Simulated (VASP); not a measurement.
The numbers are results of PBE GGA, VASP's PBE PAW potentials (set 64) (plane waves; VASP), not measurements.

VASP ran on this input.

**KPOINTS**
```
Regular mesh
0
Gamma
3 3 3
0 0 0
```

File POSCAR:
```
Cu31Si
1
    7.2630069020    -0.0000000000     0.0000000000
   -0.0000000000     7.2630069020    -0.0000000000
    0.0000000000     0.0000000000     7.2630069020
Cu Si
31 1
Direct
  0.5000000000   0.0000000000   0.0000000000
  0.7500000000   0.2500000000   0.0000000000
  0.7500000000   0.0000000000   0.2500000000
  0.0000000000   0.0000000000   0.0000000000
  0.2500000000   0.2500000000   0.0000000000
  0.5000000000   0.5000000000   0.0000000000
  0.7500000000   0.7500000000   0.0000000000
  0.2500000000   0.0000000000   0.2500000000
  0.5042020000   0.2565130000   0.2476870000
  0.7497010000   0.4955530000   0.2555750000
  0.5000000000   0.0000000000   0.5000000000
  0.7513240000   0.2436300000   0.5044960000
  0.7500000000   0.0000000000   0.7500000000
  0.0000000000   0.5000000000   0.0000000000
  0.2500000000   0.7500000000   0.0000000000
  0.0000000000   0.2500000000   0.2500000000
  0.2528240000   0.4936110000   0.2524890000
  0.4988780000   0.7555800000   0.2561660000
  0.0000000000   0.0000000000   0.5000000000
  0.2512090000   0.2476640000   0.4996570000
  0.7550290000   0.7477290000   0.5026420000
  0.2500000000   0.0000000000   0.7500000000
  0.5013510000   0.2560940000   0.7564470000
  0.7547130000   0.5058940000   0.7511660000
  0.0000000000   0.7500000000   0.2500000000
  0.0000000000   0.5000000000   0.5000000000
  0.2497960000   0.7475570000   0.4949790000
  0.0000000000   0.2500000000   0.7500000000
  0.2475970000   0.4945380000   0.7461230000
  0.5022810000   0.7457500000   0.7447620000
  0.0000000000   0.7500000000   0.7500000000
  0.4992130000   0.5031860000   0.5017950000
```

INCAR:
```
! general
SYSTEM  = Cu31Si
PREC    = Normal
ENCUT   = 400   ! plane-wave cut-off (eV)
LREAL   = Auto   ! projection in real space or not
LASPH   = T
ISYM    = 0

! electronic loop
EDIFF   = 1E-5   ! SCF stop (eV)
NELM    = 100   ! most electronic steps
NELMIN  = 4
ALGO    = Fast
LMAXMIX = 4   ! l cut-off of mixed one-centre charges

! smearing
ISMEAR  = 1   ! Methfessel-Paxton
SIGMA   = 0.1

! functional
GGA     = PE

! ions
IBRION  = 2   ! conjugate gradients
NSW     = 60
ISIF    = 2   ! forces and stress, cell fixed
EDIFFG  = -0.03

! output
LWAVE   = F
LCHARG  = F
```

POTCAR, in this order: Cu Si (PBE.64 set). Program: vasp_std.

Output of the run:

OSZICAR:
```
       N       E                     dE             d eps       ncg     rms          rms(c)
DAV:   1     0.353641034525E+04    0.35364E+04   -0.11352E+05  5796   0.243E+03
DAV:   2     0.534170702419E+03   -0.30022E+04   -0.29091E+04  5796   0.569E+02
DAV:   3    -0.965200330244E+02   -0.63069E+03   -0.58713E+03  5796   0.277E+02
DAV:   4    -0.148815975011E+03   -0.52296E+02   -0.49617E+02  6325   0.108E+02
DAV:   5    -0.150151976229E+03   -0.13360E+01   -0.13278E+01  7064   0.196E+01    0.436E+01
RMM:   6    -0.132368788398E+03    0.17783E+02   -0.30662E+02  5821   0.104E+02    0.238E+01
RMM:   7    -0.121270852757E+03    0.11098E+02   -0.65469E+01  5821   0.515E+01    0.408E+00
RMM:   8    -0.121318410208E+03   -0.47557E-01   -0.29949E+00  6103   0.560E+00    0.209E+00
RMM:   9    -0.121300401932E+03    0.18008E-01   -0.77432E-01  5960   0.389E+00    0.510E-01
RMM:  10    -0.121319290672E+03   -0.18889E-01   -0.29602E-01  6943   0.180E+00    0.246E-01
RMM:  11    -0.121321490610E+03   -0.21999E-02   -0.41281E-02  6795   0.655E-01    0.226E-01
RMM:  12    -0.121321491389E+03   -0.77893E-06   -0.64668E-03  7063   0.268E-01    0.160E-01
RMM:  13    -0.121321190606E+03    0.30078E-03   -0.16442E-03  6293   0.163E-01    0.590E-02
RMM:  14    -0.121321177552E+03    0.13054E-04   -0.62318E-04  6224   0.969E-02    0.201E-02
RMM:  15    -0.121321193474E+03   -0.15922E-04   -0.25663E-04  6749   0.422E-02    0.143E-02
RMM:  16    -0.121321192959E+03    0.51461E-06   -0.18349E-05  3437   0.190E-02
   1 F= -.12132119E+03 E0= -.12132512E+03  d E =-.121321E+03
       N       E                     dE             d eps       ncg     rms          rms(c)
DAV:   1    -0.121342450153E+03   -0.21257E-01   -0.21258E+01  6288   0.110E+01    0.345E-01
RMM:   2    -0.121369817503E+03   -0.27367E-01   -0.29481E-01  5911   0.292E+00    0.385E-01
RMM:   3    -0.121384659753E+03   -0.14842E-01   -0.17226E-01  8214   0.138E+00    0.261E-01
RMM:   4    -0.121384429634E+03    0.23012E-03   -0.67393E-03  8038   0.227E-01    0.238E-01
RMM:   5    -0.121384080139E+03    0.34950E-03   -0.32675E-04  6747   0.658E-02    0.209E-01
RMM:   6    -0.121383278612E+03    0.80153E-03   -0.37047E-03  8220   0.181E-01    0.101E-01
RMM:   7    -0.121383118094E+03    0.16052E-03   -0.24683E-04  5842   0.717E-02    0.539E-02
RMM:   8    -0.121383083175E+03    0.34918E-04   -0.11319E-04  5748   0.449E-02    0.288E-02
RMM:   9    -0.121383082350E+03    0.82586E-06   -0.18372E-04  5865   0.352E-02    0.892E-03
RMM:  10    -0.121383081410E+03    0.93973E-06   -0.17143E-05  3426   0.219E-02
   2 F= -.12138308E+03 E0= -.12138708E+03  d E =-.618885E-01
       N       E                     dE             d eps       ncg     rms          rms(c)
DAV:   1    -0.121348438585E+03    0.34644E-01   -0.31326E+01  6232   0.133E+01    0.427E-01
RMM:   2    -0.121388957791E+03   -0.40519E-01   -0.43723E-01  5911   0.352E+00    0.483E-01
RMM:   3    -0.121411042301E+03   -0.22085E-01   -0.25913E-01  8198   0.171E+00    0.317E-01
RMM:   4    -0.121410702724E+03    0.33958E-03   -0.10335E-02  8048   0.282E-01    0.290E-01
RMM:   5    -0.121410215709E+03    0.48702E-03   -0.48556E-04  6966   0.776E-02    0.258E-01
RMM:   6    -0.121408970849E+03    0.12449E-02   -0.56084E-03  8226   0.221E-01    0.121E-01
RMM:   7    -0.121408753738E+03    0.21711E-03   -0.38704E-04  5864   0.917E-02    0.695E-02
RMM:   8    -0.121408692432E+03    0.61305E-04   -0.17034E-04  5770   0.560E-02    0.368E-02
RMM:   9    -0.121408688614E+03    0.38181E-05   -0.28261E-04  6343   0.432E-02    0.122E-02
RMM:  10    -0.121408687359E+03    0.12552E-05   -0.29001E-05  4290   0.257E-02
   3 F= -.12140869E+03 E0= -.12141273E+03  d E =-.874944E-01
       N       E                     dE             d eps       ncg     rms          rms(c)
DAV:   1    -0.121410215811E+03   -0.15272E-02   -0.45998E+00  6224   0.508E+00    0.138E-01
RMM:   2    -0.121415357024E+03   -0.51412E-02   -0.54248E-02  5847   0.129E+00    0.128E-01
RMM:   3    -0.121418210286E+03   -0.28533E-02   -0.31106E-02  8137   0.587E-01    0.114E-01
RMM:   4    -0.121418158662E+03    0.51624E-04   -0.10922E-03  6825   0.957E-02    0.104E-01
RMM:   5    -0.121418066484E+03    0.92177E-04   -0.13784E-04  5702   0.592E-02    0.888E-02
RMM:   6    -0.121417890301E+03    0.17618E-03   -0.73842E-04  8234   0.811E-02    0.359E-02
RMM:   7    -0.121417868430E+03    0.21871E-04   -0.31236E-05  3572   0.233E-02    0.192E-02
RMM:   8    -0.121417864566E+03    0.38643E-05   -0.16914E-05  3349   0.215E-02
   4 F= -.12141786E+03 E0= -.12142189E+03  d E =-.917721E-02
       N       E                     dE             d eps       ncg     rms          rms(c)
DAV:   1    -0.121408876480E+03    0.89920E-02   -0.74201E+00  6210   0.645E+00    0.179E-01
RMM:   2    -0.121417248311E+03   -0.83718E-02   -0.88786E-02  5842   0.165E+00    0.178E-01
RMM:   3    -0.121421881063E+03   -0.46328E-02   -0.51412E-02  8150   0.761E-01    0.149E-01
RMM:   4    -0.121421799815E+03    0.81247E-04   -0.17861E-03  6902   0.121E-01    0.137E-01
RMM:   5    -0.121421649979E+03    0.14984E-03   -0.20904E-04  5833   0.714E-02    0.119E-01
RMM:   6    -0.121421317860E+03    0.33212E-03   -0.11890E-03  8234   0.106E-01    0.436E-02
RMM:   7    -0.121421291076E+03    0.26785E-04   -0.45818E-05  4841   0.298E-02    0.243E-02
RMM:   8    -0.121421285294E+03    0.57818E-05   -0.20887E-05  3351   0.228E-02
   5 F= -.12142129E+03 E0= -.12142530E+03  d E =-.125979E-01
       N       E                     dE             d eps       ncg     rms          rms(c)
DAV:   1    -0.121421193417E+03    0.97659E-04   -0.98458E-02  6224   0.743E-01    0.187E-02
RMM:   2    -0.121421303194E+03   -0.10978E-03   -0.11409E-03  5850   0.188E-01    0.155E-02
RMM:   3    -0.121421364694E+03   -0.61500E-04   -0.64809E-04  7669   0.843E-02    0.154E-02
RMM:   4    -0.121421364549E+03    0.14491E-06   -0.32726E-05  3575   0.214E-02
   6 F= -.12142136E+03 E0= -.12142538E+03  d E =-.126772E-01
       N       E                     dE             d eps       ncg     rms          rms(c)
DAV:   1    -0.121421149707E+03    0.21499E-03   -0.17171E+00  6128   0.310E+00    0.799E-02
RMM:   2    -0.121423023645E+03   -0.18739E-02   -0.19487E-02  5834   0.775E-01    0.620E-02
RMM:   3    -0.121424072837E+03   -0.10492E-02   -0.11108E-02  7949   0.353E-01    0.673E-02
RMM:   4    -0.121424068659E+03    0.41782E-05   -0.52166E-04  6321   0.681E-02    0.604E-02
RMM:   5    -0.121424038987E+03    0.29672E-04   -0.55475E-05  5014   0.379E-02    0.524E-02
RMM:   6    -0.121423985245E+03    0.53743E-04   -0.31296E-04  8011   0.504E-02    0.289E-02
RMM:   7    -0.121423970476E+03    0.14769E-04   -0.18364E-05  3377   0.172E-02    0.145E-02
RMM:   8    -0.121423968080E+03    0.23960E-05   -0.10390E-05  3292   0.153E-02
   7 F= -.12142397E+03 E0= -.12142798E+03  d E =-.260353E-02
       N       E                     dE             d eps       ncg     rms          rms(c)
DAV:   1    -0.121422501652E+03    0.14688E-02   -0.13983E+00  6134   0.279E+00    0.712E-02
RMM:   2    -0.121424004416E+03   -0.15028E-02   -0.15738E-02  5824   0.699E-01    0.561E-02
RMM:   3    -0.121424835865E+03   -0.83145E-03   -0.88352E-03  7858   0.317E-01    0.634E-02
RMM:   4    -0.121424833723E+03    0.21414E-05   -0.46496E-04  6176   0.647E-02    0.570E-02
RMM:   5    -0.121424801213E+03    0.32511E-04   -0.49992E-05  5099   0.366E-02    0.478E-02
RMM:   6    -0.121424759388E+03    0.41824E-04   -0.26861E-04  7677   0.466E-02    0.271E-02
RMM:   7    -0.121424745829E+03    0.13560E-04   -0.17432E-05  3377   0.178E-02    0.130E-02
RMM:   8    -0.121424743582E+03    0.22464E-05   -0.97133E-06  3213   0.143E-02
   8 F= -.12142474E+03 E0= -.12142875E+03  d E =-.337903E-02
```

### OUTCAR
```
------------------------ aborting loop because EDIFF is reached ----------------------------------------
  FORCE on cell =-STRESS in cart. coord.  units (eV):
  Direction    XX          YY          ZZ          XY          YZ          ZX
  --------------------------------------------------------------------------------------
  Total       -0.3084004     -0.3114577     -0.3160298     -0.0021627      0.0020108      0.0034234
  in kB       -1.2896628     -1.3024477     -1.3215671     -0.0090439      0.0084088      0.0143160
  external PRESSURE =      -1.3045592 kB  Pullay stress =       0.0000000 kB
  volume of cell :      383.13
      direct lattice vectors                 reciprocal lattice vectors
     7.263006902  0.000000000  0.000000000     0.137684022  0.000000000  0.000000000
     0.000000000  7.263006902  0.000000000     0.000000000  0.137684022  0.000000000
     0.000000000  0.000000000  7.263006902     0.000000000  0.000000000  0.137684022
 POSITION                                       TOTAL-FORCE (eV/Angst)
 -----------------------------------------------------------------------------------
      3.63606      7.26100      0.00156        -0.002559     -0.002872      0.001693
      5.44953      1.81742      0.00252         0.010407     -0.013727      0.003667
      5.45010      7.26207      1.81826         0.003903     -0.000061      0.003295
      0.00423      7.26122      0.00289        -0.000863      0.000181      0.002131
      1.82112      1.81804      0.00321        -0.006827     -0.021000     -0.003955
      3.63630      3.63046      0.00324        -0.003972      0.010305      0.001703
      5.44957      5.44503      0.00328         0.004339     -0.001018      0.003759
      1.82160      7.26190      1.81667        -0.009214      0.001175      0.010486
      3.63450      1.81417      1.81941         0.017114      0.012936      0.011668
      5.44614      3.63229      1.82313         0.009857     -0.016410      0.001841
      3.63576      7.26059      3.63513        -0.001965      0.011338      0.005025
      5.44711      1.81753      3.63810         0.004577     -0.006590     -0.016405
      5.44949      7.25886      5.45279         0.003162      0.011010     -0.013647
      0.00381      3.62823      0.00447         0.000714      0.013042      0.000847
      1.82181      5.44590      0.00344        -0.007319     -0.009760      0.001051
      0.00335      1.81280      1.81905        -0.003518      0.010458      0.003036
      1.82450      3.62768      1.82272        -0.008982      0.014903     -0.005519
      3.63464      5.44386      1.82546         0.005566     -0.004717     -0.016185
      0.00427      7.26181      3.63417         0.000914      0.005729      0.003478
      1.82437      1.81794      3.63320        -0.005960     -0.010012      0.014727
      5.45155      5.44567      3.63489        -0.009543     -0.010453     -0.003748
      1.82188      7.26193      5.45065        -0.004519     -0.002065     -0.006105
      3.63635      1.82043      5.44971        -0.004215     -0.010934     -0.012745
      5.45186      3.63397      5.44720        -0.008982     -0.020871      0.001828
      0.00460      5.44611      1.81891        -0.002261     -0.006451     -0.005281
      0.00444      3.62837      3.63407        -0.003048      0.000366     -0.001798
      1.81967      5.44376      3.63195         0.008966     -0.004449      0.012445
      0.00424      1.80984      5.45147        -0.000744      0.026266     -0.009194
      1.82015      3.63140      5.44803         0.004345     -0.012234     -0.006188
      3.63316      5.43907      5.44340         0.009054      0.012695      0.011810
      0.00469      5.44418      5.44956         0.005119      0.014008      0.008280
      3.63683      3.62795      3.63510        -0.003544      0.009212     -0.001999
 -----------------------------------------------------------------------------------
    total drift:                               -0.046609      0.018818     -0.037750
  FREE ENERGIE OF THE ION-ELECTRON SYSTEM (eV)
  ---------------------------------------------------
  free  energy   TOTEN  =      -121.4247435824 eV

  energy  without entropy=     -121.4367734084  energy(sigma->0) =     -121.42875352

 reached required accuracy - stopping structural energy minimisation
```
(Selected blocks of OUTCAR.)

**CONTCAR**
```
Cu31Si
   1.00000000000000
     7.2630069019999999    0.0000000000000000    0.0000000000000000
     0.0000000000000000    7.2630069019999999    0.0000000000000000
     0.0000000000000000    0.0000000000000000    7.2630069019999999
  Cu              Si
    31     1
Direct
     0.5006276332270678    0.9997231259854491    0.0002145099441700
     0.7503136407424243    0.2502291603780652    0.0003475034533555
     0.7503910629394507    0.9998707870888742    0.2503458776213758
     0.0005830764756646    0.9997546552463936    0.0003982234903553
     0.2507385182030235    0.2503155886478240    0.0004426392708425
     0.5006604103459675    0.4998559799205645    0.0004455534984042
     0.7503187232769241    0.7496935473945822    0.0004509351178007
     0.2508054466921934    0.9998481526608253    0.2501263552956638
     0.5004126077973242    0.2497818759661379    0.2505036800996943
     0.7498458284933081    0.5001083844514762    0.2510165530963966
     0.5005859756680437    0.9996670045802138    0.5004995843013679
     0.7499795906331792    0.2502442021223230    0.5009081916631078
     0.7503077589552275    0.9994294959778827    0.7507618251202580
     0.0005249203521615    0.4995488533893233    0.0006154059310206
     0.2508338739294705    0.7498138543975831    0.0004734653817793
     0.0004610884556373    0.2495932137407257    0.2504534662224732
     0.2512043795453925    0.4994733408526947    0.2509598796343204
     0.5004320856341894    0.7495328346211291    0.2513362187835267
     0.0005885711096059    0.9998354069256103    0.5003664551724616
     0.2511864706115003    0.2503017706961036    0.5002340131166814
     0.7505910334405951    0.7497811213806985    0.5004665742512462
     0.2508441004166030    0.9998520262553954    0.7504677579940646
     0.5006677077502469    0.2506440952938367    0.7503379282145949
     0.7506333430296441    0.5003398967625108    0.7499926120818812
     0.0006333755340879    0.7498416673224189    0.2504341851288803
     0.0006109554888874    0.4995686713029182    0.5003537214451004
     0.2505398021544876    0.7495182197998680    0.5000613797381877
     0.0005843639735385    0.2491854897059434    0.7505796919401801
     0.2506054779402297    0.4999860755219036    0.7501066408000889
     0.5002277709797294    0.7488732652682728    0.7494695657813654
     0.0006456461578901    0.7495761190411855    0.7503178594898468
     0.5007327600462983    0.4995111173012672    0.5004957469195083
```

**OUTCAR**
```
 val. band max:        7.6371698054   @ k =   0.3333   0.3333   0.3333

 cond. band min:       7.8132978111   @ k =  -0.3333  -0.3333   0.3333


 Fermi energy:         7.7867263894

 k-point     1 :       0.0000    0.0000    0.0000
  band No.  band energies     occupation
      1      -2.5823      2.00000
      2      -0.6125      2.00000
      3       0.8065      2.00000
      4       0.8092      2.00000
      5       0.8107      2.00000
      6       1.0934      2.00000
      7       1.0948      2.00000
      8       2.0369      2.00000
      9       2.4323      2.00000
     10       2.4338      2.00000
     11       2.4345      2.00000
     12       2.6176      2.00000
     13       2.6177      2.00000
     14       2.6178      2.00000
     15       2.6927      2.00000
     16       2.7955      2.00000
     17       2.8268      2.00000
     18       2.8269      2.00000
     19       2.9551      2.00000
     20       2.9557      2.00000
     21       2.9565      2.00000
     22       2.9567      2.00000
     23       2.9587      2.00000
     24       3.0066      2.00000
     25       3.0095      2.00000
     26       3.0104      2.00000
     27       3.2697      2.00000
     28       3.2698      2.00000
     29       3.2699      2.00000
     30       3.4487      2.00000
     31       3.4508      2.00000
     32       3.4518      2.00000
     33       3.5330      2.00000
     34       3.5914      2.00000
     35       3.5924      2.00000
     36       3.8084      2.00000
     37       3.8429      2.00000
     38       3.8447      2.00000
     39       3.8461      2.00000
     40       3.8781      2.00000
     41       3.8790      2.00000
     42       3.9432      2.00000
     43       3.9448      2.00000
     44       3.9450      2.00000
     45       4.0817      2.00000
     46       4.0818      2.00000
     47       4.0830      2.00000
     48       4.0901      2.00000
     49       4.1009      2.00000
     50       4.1014      2.00000
     51       4.1215      2.00000
...
```

The cell is a supercell with a defect, built from Cu (fcc): Si_Cu. The run is not spin-polarised, so no state with unpaired spins was tried.
